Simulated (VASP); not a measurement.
ZnCd3Se3S:

```xyz
8
Lattice="5.7221 0.0000 0.0000 0.0000 5.7221 0.0000 0.0000 0.0000 5.7221" Properties=species:S:1:pos:R:3 pbc="T T T"
Zn    0.0000    0.0000    0.0000
Cd    0.0000    2.8611    2.8611
Cd    2.8611    0.0000    2.8611
Cd    2.8611    2.8611    0.0000
Se    2.8611    0.0000    0.0000
Se    0.0000    2.8611    0.0000
Se    0.0000    0.0000    2.8611
S     2.8611    2.8611    2.8611
```

The cell was built by a generator and needn't be a form met in nature.

* Program: VASP 6.6.1
* Task: relaxation of cell and atoms
* Functional: PBE
* Potentials or basis: VASP PAW PBE potentials, release 64 (Zn, Cd, Se, S)
* Cutoff: 520 eV
* k mesh: 3 × 3 × 3
* Occupations: gaussian, width 0.15 eV
* Spin: no spin polarisation

At the start: pressure -3.3 GPa; volume 23.42 Å³/atom.

**Question.** How do energy, volume and symmetry change on relaxing?

**Answer.** Over 3 steps the energy falls by 15.3 meV/atom and the volume is 22.05 Å³/atom (-5.9 %); space group Pm-3m (No. 221, to 0.05 Å).

The path:
```tsv
step	energy change (eV)	largest force (eV/Å)	pressure (GPa)	volume (Å³)
1	0.0000	0.0000	-3.28	187.36
2	-0.1189	0.0000	0.69	174.66
3	-0.1223	0.0000	-0.06	176.37
```

Final structure:
```xyz
8
Lattice="5.6080 0.0000 0.0000 0.0000 5.6080 0.0000 0.0000 0.0000 5.6080" Properties=species:S:1:pos:R:3 pbc="T T T"
Zn    0.0000    0.0000    0.0000
Cd    0.0000    2.8040    2.8040
Cd    2.8040    0.0000    2.8040
Cd    2.8040    2.8040    0.0000
Se    2.8040    0.0000    0.0000
Se    0.0000    2.8040    0.0000
Se    0.0000    0.0000    2.8040
S     2.8040    2.8040    2.8040
```

Caveat: the k mesh is coarse (spacing up to 0.37 Å⁻¹), so the values aren't converged.
